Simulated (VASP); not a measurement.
# Sn3P2 (Pn-3m) in VASP: relaxation of cell and atoms with PBE

Aim: the relaxation of cell and atoms of Sn3P2 with PBE.

All numbers are computed with VASP 6.6.1; they aren't measurements. Logs are shortened: lines on timing, memory, paths and dates and some standing lists are left out, and cuts for length are marked.

## 1. Starting point

The structure is cubic, space group Pn-3m (No. 224). Conventional cell: a = 6.429 Å, b = 6.429 Å, c = 6.429 Å, α = 90.00°, β = 90.00°, γ = 90.00°. Sn (site symmetry -42m) has 4 P at 2.78 Å as nearest neighbours. P (site symmetry -3m) is surrounded by 6 Sn at 2.78 Å.

The cell was built by a generator and needn't be a form met in nature.

## 2. Relaxation of cell and atoms, PBE

Contents of INCAR:

```
PREC = Normal ; ENCUT = 520
EDIFF = 1E-4 ; ISMEAR = 0
SIGMA = 0.15 ; LREAL = Auto
LASPH = True ; NELM = 60
ALGO = Fast ; ISIF = 3
LWAVE = False ; LCHARG = False
GGA = PE ; IBRION = 2
NSW = 24 ; EDIFFG = -0.08
```

Contents of KPOINTS:

```
Automatic mesh
0
Gamma
  2 2 2
```

Contents of POSCAR:

```
Sn3P2
1.0
    6.4292982000      0.0000000000      0.0000000000
    0.0000000000      6.4292982000      0.0000000000
    0.0000000000      0.0000000000      6.4292982000
Sn P
6 4
Direct
    0.0000000000      0.5000000000      0.5000000000
    0.0000000000      0.5000000000      0.0000000000
    0.5000000000      0.0000000000      0.5000000000
    0.0000000000      0.0000000000      0.5000000000
    0.5000000000      0.0000000000      0.0000000000
    0.5000000000      0.5000000000      0.0000000000
    0.2500000000      0.2500000000      0.2500000000
    0.2500000000      0.7500000000      0.7500000000
    0.7500000000      0.7500000000      0.2500000000
    0.7500000000      0.2500000000      0.7500000000
```

Potentials or basis: VASP PAW PBE potentials, release 64 (Sn_d, P).

On the command line:

```console
$ cat potpaw_PBE.64/Sn_d/POTCAR potpaw_PBE.64/P/POTCAR > POTCAR
$ mpirun -np 1 vasp_std > vasp.out
```

OUTCAR:

```text
PREC = Normal
   ENCUT = 520
   EDIFF = 1E-4
   ISMEAR = 0
   LREAL = Auto
   LASPH = True
   NELM = 60
   ISIF = 3
   GGA = PE
   IBRION = 2
   NSW = 24
   EDIFFG = -0.08

 ion  position               nearest neighbor table
   1  0.000  0.500  0.500-   7 2.78   8 2.78   9 2.78  10 2.78   2 3.21   4 3.21   2 3.21   4 3.21

   2  0.000  0.500  0.000-   7 2.78   8 2.78   9 2.78  10 2.78   1 3.21   6 3.21   1 3.21   6 3.21

   3  0.500  0.000  0.500-   7 2.78   8 2.78   9 2.78  10 2.78   4 3.21   5 3.21   5 3.21   4 3.21
[... 7 lines left out ...]
   7  0.250  0.250  0.250-   1 2.78   2 2.78   3 2.78   4 2.78   5 2.78   6 2.78
   8  0.250  0.750  0.750-   1 2.78   2 2.78   3 2.78   4 2.78   5 2.78   6 2.78
   9  0.750  0.750  0.250-   1 2.78   2 2.78   3 2.78   4 2.78   5 2.78   6 2.78
  10  0.750  0.250  0.750-   1 2.78   2 2.78   3 2.78   4 2.78   5 2.78   6 2.78

  LATTYP: Found a simple cubic cell.
 ALAT       =     6.4292982000

  Lattice vectors:

 A1 = (   6.4292982000,   0.0000000000,   0.0000000000)
 A2 = (   0.0000000000,   6.4292982000,   0.0000000000)
 A3 = (   0.0000000000,   0.0000000000,   6.4292982000)

Analysis of symmetry for initial positions (statically):
=====================================================================
 Subroutine PRICEL returns:
 Original cell was already a primitive cell.

 Routine SETGRP: Setting up the symmetry group for a
 simple cubic supercell.

 Subroutine GETGRP returns: Found 48 space group operations
 (whereof 24 operations were pure point group operations)
 out of a pool of 48 trial point group operations.

The static configuration has the point symmetry T_d .
 The point group associated with its full space group is O_h .

Analysis of symmetry for dynamics (positions and initial velocities):
=====================================================================
 Subroutine PRICEL returns:
 Original cell was already a primitive cell.

 Routine SETGRP: Setting up the symmetry group for a
 simple cubic supercell.

 Subroutine GETGRP returns: Found 48 space group operations
 (whereof 24 operations were pure point group operations)
 out of a pool of 48 trial point group operations.

The dynamic configuration has the point symmetry T_d .
 The point group associated with its full space group is O_h .

 Subroutine INISYM returns: Found 48 space group operations
 (whereof 24 operations are pure point group operations),
 and found     1 'primitive' translations

----------------------------------------------------------------------------------------

                                     Primitive cell

  volume of cell :     265.7607
[... 78 lines left out ...]
   ISPIN  =      1    spin polarized calculation?
   LNONCOLLINEAR =      F non collinear calculations
   LSORBIT =      F    spin-orbit coupling
   LASPH  =      T    aspherical Exc in radial PAW
   ENCUT  =  520.0 eV  38.22 Ry    6.18 a.u.  11.95 11.95 11.95*2*pi/ulx,y,z
   NELM   =     60;   NELMIN=  2; NELMDL= -5     # of ELM steps
   EDIFF  = 0.1E-03   stopping-criterion for ELM
   LREAL  =      T    real-space projection
   EDIFFG = -.8E-01   stopping-criterion for IOM
   NSW    =     24    number of steps for IOM
   IBRION =      2    ionic relax: 0-MD 1-quasi-New 2-CG
   NFREE  =      1    steps in history (QN), initial steepest desc. (CG)
   ISIF   =      3    stress and relaxation
   ISYM   =      2    0-nonsym 1-usesym 2-fastsym
   POTIM  = 0.5000    time-step for ionic-motion
   TEBEG  =    0.0;   TEEND  =   0.0 temperature during run
   PSTRESS=    0.0 pullay stress
   NELECT =     104.0000    total number of electrons
   NUPDOWN=      -1.0000    fix difference up-down
   EMIN   =  10.00;   EMAX   =-10.00  energy-range for DOS
   EFERMI =   0.00;   METHOD = LEGACY
   ISMEAR =     0;   SIGMA  =   0.15  broadening in eV -4-tet -1-fermi 0-gaus
   EFERMI_NEDOS =   21; number of points for ismear=-14 and -15
   IALGO  =     68    algorithm
   IMIX   =      4    mixing-type and parameters
     AMIX     =   0.40;   BMIX     =  1.00
     AMIX_MAG =   1.60;   BMIX_MAG =  1.00
  volume/ion in A,a.u.               =      26.58       179.34
  Fermi-wavevector in a.u.,A,eV,Ry     =   1.197445  2.262844 19.509059  1.433875
  Thomas-Fermi vector in A             =   2.333360
   LORBIT       =      0    0 simple, 1 ext, 2 COOP (PROOUT), +10 PAW based schemes
   GGA     = PE    functional components
   LHFCALC =     F    Hartree Fock is set to
   AEXX    =    0.0000 exact exchange contribution
   IVDW    =     0    specifies the selected vdW correction
   LEPSILON=     F    determine dielectric tensor
   LRPA    =     F    only Hartree local field effects (RPA)
 conjugate gradient relaxation of ions
 non-spin polarized calculation
 RMM-DIIS sequential band-by-band and
 Gauss-broadening in eV      SIGMA  =   0.15
  energy-cutoff  :      520.00
  volume of cell :      265.76
 maximum number of plane-waves:      7208
   NGX = 23   NGY = 23   NGZ = 23

--------------------------------------- Ionic step        1  -------------------------------------------

 number of electron     104.0000576 magnetization

 Free energy of the ion-electron system (eV)
  ---------------------------------------------------
  ext. energy  EPLUGINS =         0.00000000
  ---------------------------------------------------
  free energy    TOTEN  =       -41.71610733 eV

  energy without entropy =      -41.71165265  energy(sigma->0) =      -41.71387999

------------------------ aborting loop because EDIFF is reached ----------------------------------------

  FORCE on cell =-STRESS in cart. coord.  units (eV):
  Direction    XX          YY          ZZ          XY          YZ          ZX
  --------------------------------------------------------------------------------------
  -------------------------------------------------------------------------------------
  Total        8.3246237      8.3246237      8.3246237      0.0000000      0.0000000     -0.0000000
  in kB       50.1862202     50.1862202     50.1862202      0.0000000      0.0000000     -0.0000000
  external PRESSURE =      50.1862202 kB  Pullay stress =       0.0000000 kB
[... 75 lines left out ...]
--------------------------------------- Ionic step        3  -------------------------------------------

 number of electron     103.9999448 magnetization

 Free energy of the ion-electron system (eV)
  ---------------------------------------------------
  ext. energy  EPLUGINS =         0.00000000
  ---------------------------------------------------
  free energy    TOTEN  =       -42.06325831 eV

  energy without entropy =      -42.05987719  energy(sigma->0) =      -42.06156775

 E-fermi :   5.5874     XC(G=0):  -9.0418

 val. band max:        5.3042827698   @ k =   0.5000   0.5000   0.0000
 cond. band min:       5.8003338120   @ k =   0.0000   0.0000   0.0000
 fundamental gap:      0.4960510423
 Fermi energy:         5.5873507950

 k-point     1 :       0.0000    0.0000    0.0000
  band No.  band energies     occupation
      1     -16.2641      2.00000
      2     -16.2417      2.00000
      3     -16.2417      2.00000
      4     -16.1951      2.00000
      5     -16.1951      2.00000
      6     -16.1951      2.00000
[... 286 lines left out ...]
  FREE ENERGIE OF THE ION-ELECTRON SYSTEM (eV)
  ---------------------------------------------------
  free  energy   TOTEN  =       -42.0632583136 eV

  energy  without entropy=      -42.0598771939  energy(sigma->0) =      -42.06156775

 reached required accuracy - stopping structural energy minimisation
```

OSZICAR:

```text
N       E                     dE             d eps       ncg     rms          rms(c)
DAV:   1     0.120090856073E+04    0.12009E+04   -0.48841E+04   540   0.228E+03
DAV:   2     0.172976973873E+03   -0.10279E+04   -0.10063E+04   496   0.674E+02
DAV:   3    -0.269487445013E+02   -0.19993E+03   -0.19463E+03   560   0.227E+02
[... 26 lines left out ...]
RMM:   3    -0.420629536942E+02    0.13594E+00   -0.50707E-01   523   0.514E+00    0.315E-01
RMM:   4    -0.420634149208E+02   -0.46123E-03   -0.59791E-02   616   0.116E+00    0.235E-01
RMM:   5    -0.420632779179E+02    0.13700E-03   -0.89036E-03   595   0.559E-01    0.113E-01
RMM:   6    -0.420632187711E+02    0.59147E-04   -0.21566E-03   621   0.266E-01    0.391E-02
RMM:   7    -0.420632583136E+02   -0.39542E-04   -0.56594E-04   435   0.130E-01
   3 F= -.42063258E+02 E0= -.42061568E+02  d E =-.347151E+00
```

CONTCAR:

```text
Sn3P2
   1.00000000000000
     6.6254959830702935   -0.0000000000000000   -0.0000000000000000
     0.0000000000000000    6.6254959830702935    0.0000000000000000
    -0.0000000000000000    0.0000000000000000    6.6254959830702935
  Sn              P
     6     4
Direct
     0.0000000000000000    0.5000000000000000    0.5000000000000000
     0.0000000000000000    0.5000000000000000    0.0000000000000000
     0.5000000000000000    0.0000000000000000    0.5000000000000000
     0.0000000000000000    0.0000000000000000    0.5000000000000000
     0.5000000000000000    0.0000000000000000    0.0000000000000000
     0.5000000000000000    0.5000000000000000    0.0000000000000000
     0.2500000000000000    0.2500000000000000    0.2500000000000000
     0.2500000000000000    0.7500000000000000    0.7500000000000000
     0.7500000000000000    0.7500000000000000    0.2500000000000000
     0.7500000000000000    0.2500000000000000    0.7500000000000000

  0.00000000E+00  0.00000000E+00  0.00000000E+00
  0.00000000E+00  0.00000000E+00  0.00000000E+00
  0.00000000E+00  0.00000000E+00  0.00000000E+00
  0.00000000E+00  0.00000000E+00  0.00000000E+00
  0.00000000E+00  0.00000000E+00  0.00000000E+00
  0.00000000E+00  0.00000000E+00  0.00000000E+00
  0.00000000E+00  0.00000000E+00  0.00000000E+00
  0.00000000E+00  0.00000000E+00  0.00000000E+00
  0.00000000E+00  0.00000000E+00  0.00000000E+00
  0.00000000E+00  0.00000000E+00  0.00000000E+00
```

Wall time 38 s (1 thread of Intel Xeon 6975P-C (Granite Rapids), shared host); peak memory 0.24 GiB.

Results:

```yaml
Free_energy: -42.0633 eV
Relaxed_volume: 29.08 Å³/atom
Relaxed_cell: a = 6.625 Å, b = 6.625 Å, c = 6.625 Å, α = 90.00°, β = 90.00°, γ = 90.00°
Space_group_after_relaxing_to_0.05_Å: Pn-3m (No. 224)
Energy_gained_by_relaxing: 34.7 meV/atom
Ionic_steps: 3
Pressure_after_relaxing: 0.1 GPa
Band_gap_on_the_k_mesh: 0.50 eV, indirect (least direct gap 0.77 eV)
```

The path:
| step | energy change (eV) | largest force (eV/Å) | pressure (GPa) | volume (Å³) |
| --- | --- | --- | --- | --- |
| 1 | 0.0000 | 0.0000 | 5.02 | 265.76 |
| 2 | -0.3133 | 0.0000 | -0.73 | 299.08 |
| 3 | -0.3472 | 0.0000 | 0.08 | 290.84 |

Final structure:
```
Sn P
1.0
     6.62550    0.00000    0.00000
     0.00000    6.62550    0.00000
     0.00000    0.00000    6.62550
Sn P
6 4
Direct
  0.00000 0.50000 0.50000
  0.00000 0.50000 0.00000
  0.50000 0.00000 0.50000
  0.00000 0.00000 0.50000
  0.50000 0.00000 0.00000
  0.50000 0.50000 0.00000
  0.25000 0.25000 0.25000
  0.25000 0.75000 0.75000
  0.75000 0.75000 0.25000
  0.75000 0.25000 0.75000
```

Caveat: the k mesh is coarse (spacing up to 0.49 Å⁻¹), so the values aren't converged; spin-orbit coupling is left out, which moves the levels of the heavy elements; the relaxation stopped at a loose force limit of 0.08 eV/Å, so its end isn't a converged minimum.
